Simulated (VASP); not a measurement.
## BP (relaxed from the CsCl type structure, space group Pm-3m): computed properties

Computed with PBEsol GGA, VASP's PBE PAW potentials (set 64) (plane waves; VASP).

| Property | Value |
|---|---|
| space group | Pm-3m (221) |
| cell | a = b = c = 2.696 Å, α = β = γ = 90.00° |
| volume per atom | 9.80 Å^3/atom |
| band gap (over mesh and band path) | none (metal, semimetal or under 0.01 eV) |
| density | 3.54 g/cm³ |

```
CELL_PARAMETERS angstrom
      2.69590     0.00000     0.00000
      0.00000     2.69590     0.00000
      0.00000     0.00000     2.69590
ATOMIC_POSITIONS crystal
  B  0.00000 0.00000 0.00000
  P  0.50000 0.50000 0.50000
```

The structure was generated: BP was put into the CsCl type type (Pm-3m), which need not be its known phase. It was relaxed first, which changed the volume by +28 %. Symmetry was kept, so distortions that lower it aren't found.
